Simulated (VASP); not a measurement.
The input files of a VASP run:

### INCAR
```
# general
SYSTEM =MgTe
PREC   =Accurate
ENCUT  =300
LREAL  =F
LASPH  =T

# electronic loop
EDIFF  =1E-6
NELM   =100
ALGO   =Normal
LMAXMIX=4

# smearing
ISMEAR =0
SIGMA  =0.02

# functional
GGA    =PE

# ions
ISIF   =2

# output
LWAVE  =F
LCHARG =F
```

POSCAR:
```
MgTe
1.0
  0.0000000000   3.2320000000   3.2320000000
  3.2320000000   0.0000000000   3.2320000000
  3.2320000000   3.2320000000   0.0000000000
Mg Te
1 1
Direct
  0.0028890000   0.0004170000   0.0013200000
  0.7471110000   0.7495830000   0.7486800000
```

KPOINTS:
```
Automatic mesh
0
Gamma
5 5 5
0 0 0
```

POTCAR, in this order: Mg Te (PBE.64 set). Program: vasp_std.

Question: Write an equivalent input for Ansatz.

Answer: One equivalent input (not run):
Ansatz 0.2 input:
```yaml
crystal:
  lattice:
    - [0.0000000, 3.2320000, 3.2320000]
    - [3.2320000, 0.0000000, 3.2320000]
    - [3.2320000, 3.2320000, 0.0000000]
  atoms:
    - { symbol: Mg, position: [0.0028890, 0.0004170, 0.0013200] }
    - { symbol: Te, position: [0.7471110, 0.7495830, 0.7486800] }
kpoints:
  mp_grid: { grid: [5, 5, 5] }
hamiltonian:
  xc: pbe
  pseudopotentials: { kind: paw }
scf:
  occupations: { method: gaussian, width: 0.02 }
  max_iter: 100
output: { forces: true, stress: true, eigenvalues: true }
```
What does not carry over: each code has its own PAW files, so the cut-off isn't converted (ENCUT is set for VASP's; basis.ecutwfc is left out, and Ansatz then takes the one that its files recommend); Ansatz stops its SCF on the density residual and VASP on the energy change (EDIFF).

The structure comes from a computed database's MgTe entry; how it stands against other phases isn't given here. The cell was not relaxed at this level, atoms are displaced from their ideal sites. The run is one of a series of settings (AEXX removed, HFRCUT removed, ISYM removed, LHFCALC removed, PRECFOCK removed against the base run), some of them coarse on purpose.
